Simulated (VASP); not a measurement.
Given:

```yaml
crystal:
  lattice:
    - [0.00000, 1.79134, 1.79134]
    - [1.79134, 0.00000, 1.79134]
    - [1.79134, 1.79134, 0.00000]
  atoms:
    - { symbol: Cu, position: [0.00000, 0.00000, 0.00000] }
```

The numbers are results of r2SCAN meta-GGA, VASP's PBE PAW potentials (set 64) (plane waves; VASP), not measurements. Numerical set-up: 520 eV cut-off, 19×19×19 Γ-centred mesh, tetrahedra with Blöchl corrections, potentials Cu.

Question: Give the energies of bands 1 to 7 at the high-symmetry points, in eV from the Fermi level.

Answer: 
```json
[
 {"band": "1", "Γ": "-9.92", "X": "-5.27", "U": "-4.65", "L": "-5.43", "W": "-4.49"},
 {"band": "2", "Γ": "-3.26", "X": "-4.77", "U": "-4.39", "L": "-3.31", "W": "-3.82"},
 {"band": "3", "Γ": "-3.26", "X": "-1.83", "U": "-3.00", "L": "-3.31", "W": "-3.82"},
 {"band": "4", "Γ": "-3.26", "X": "-1.64", "U": "-2.27", "L": "-1.80", "W": "-2.46"},
 {"band": "5", "Γ": "-2.41", "X": "-1.64", "U": "-1.85", "L": "-1.80", "W": "-1.64"},
 {"band": "6", "Γ": "-2.41", "X": "1.53", "U": "4.54", "L": "-1.17", "W": "6.54"},
 {"band": "7", "Γ": "23.57", "X": "7.58", "U": "6.05", "L": "4.07", "W": "6.54"}
]
```

It has no gap at this level: it comes out as a metal or semimetal.

The compound is Cu in the fcc structure. It was relaxed first.
